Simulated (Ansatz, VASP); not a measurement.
One calculation of ZnAuS3, two programs

Contents of INCAR:

```
SYSTEM = ZnAuS3
PREC     = Accurate       ! precision mode
ENCUT    = 520            ! plane-wave cutoff, eV
EDIFF    = 1E-7           ! SCF threshold, eV
ISMEAR   = 0              ! smearing method
SIGMA    = 0.1            ! smearing width, eV
LREAL    = .False.        ! projectors in reciprocal space
LASPH    = .True.         ! aspherical terms in the spheres
NELM     = 80             ! most SCF steps
ALGO     = Normal         ! electronic algorithm
ISIF     = 2              ! what is computed and relaxed
LWAVE    = .False.        ! write WAVECAR
LCHARG   = .False.        ! write CHGCAR
GGA      = PE             ! functional
NBANDS   = 28             ! bands
```

The input KPOINTS:

```
regular mesh
0
Gamma
  4 4 4
  0 0 0
```

File POSCAR:

```
ZnAuS3
1.0
    4.4871276700      0.0000000000      0.0000000000
    0.0000000000      4.4871276700      0.0000000000
    0.0000000000      0.0000000000      4.4871276700
Zn S Au
1 3 1
Direct
    0.5000000000      0.5000000000      0.5000000000
    0.5000000000      0.0000000000      0.0000000000
    0.0000000000      0.5000000000      0.0000000000
    0.0000000000      0.0000000000      0.5000000000
    0.0000000000      0.0000000000      0.0000000000
```

Input for Ansatz:

```yaml
crystal:
  lattice:
    - [4.48712767, 0.0, 0.0]
    - [0.0, 4.48712767, 0.0]
    - [0.0, 0.0, 4.48712767]
  atoms:
    - { symbol: Zn, position: [0.5, 0.5, 0.5] }
    - { symbol: S, position: [0.5, 0.0, 0.0] }
    - { symbol: S, position: [0.0, 0.5, 0.0] }
    - { symbol: S, position: [0.0, 0.0, 0.5] }
    - { symbol: Au, position: [0.0, 0.0, 0.0] }
basis:
  ecutwfc: 420
kpoints:
  mp_grid: { grid: [4, 4, 4] }
hamiltonian:
  xc: pbe
scf:
  occupations: { method: gaussian, width: 0.1 }
  lower_state_search: "off"
output:
  forces: true
  stress: true
  eigenvalues: true
```

Alike in both runs: task single point; functional PBE; k mesh 4 × 4 × 4; occupations gaussian, width 0.1 eV; no spin polarisation.

|  | VASP | Ansatz |
| --- | --- | --- |
| version | VASP 6.6.1 | Ansatz 0.2.0 |
| potentials or method | VASP PAW PBE potentials, release 64 (Zn, S, Au) | scalar-relativistic, plane waves, PAW |
| plane-wave cutoff (eV) | 520 | 420 |
| valence electrons in the cell | 41 | 49 |

Ansatz gave:

* gap on the k mesh at the Fermi level (eV): none
* pressure (GPa): 23.6

Task: Estimate VASP's values.

Result: gap on the k mesh at the Fermi level (eV): none; pressure (GPa): 23.3.

A gap of «none» marks a metal or a gap that the smearing closes. The functional is the same, so the differences come from potentials, cutoffs and numerics. The two sets of potentials don't hold the same shells in valence.

Caveats: so large a pressure means that the cell lies far from this level's equilibrium, or that cutoff or potentials fall short (VASP). Spin-orbit coupling is left out, which matters for the levels of Au.
